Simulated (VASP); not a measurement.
MnS (relaxed from the rock salt structure, space group Fm-3m): computed properties

Computed with r2SCAN meta-GGA, VASP's PBE PAW potentials (set 64) (plane waves; VASP).

- space group: Fm-3m (225)
- cell: a = 5.212 Å, b = 5.212 Å, c = 5.212 Å, α = 90.00°, β = 90.00°, γ = 90.00°
- volume per atom: 17.70 Å³/atom
- band gap (over mesh and band path): none (metal, semimetal or under 0.01 eV)
- cell moment: 5.00 μB
- density: 4.08 g/cm³

```
CELL_PARAMETERS angstrom
      0.00000     2.60621     2.60621
      2.60621     0.00000     2.60621
      2.60621     2.60621     0.00000
ATOMIC_POSITIONS crystal
  Mn 0.00000 0.00000 0.00000
  S  0.50000 0.50000 0.50000
```
Starting moments (μB, in the order of the record's atoms Mn S): 4.5 0.1.

The moments were started parallel, and other spin orders were not tried in this run.

The structure was generated: MnS was put into the rock salt type (Fm-3m), which need not be its known phase. It was relaxed first. Symmetry was kept, so distortions that lower it aren't found.
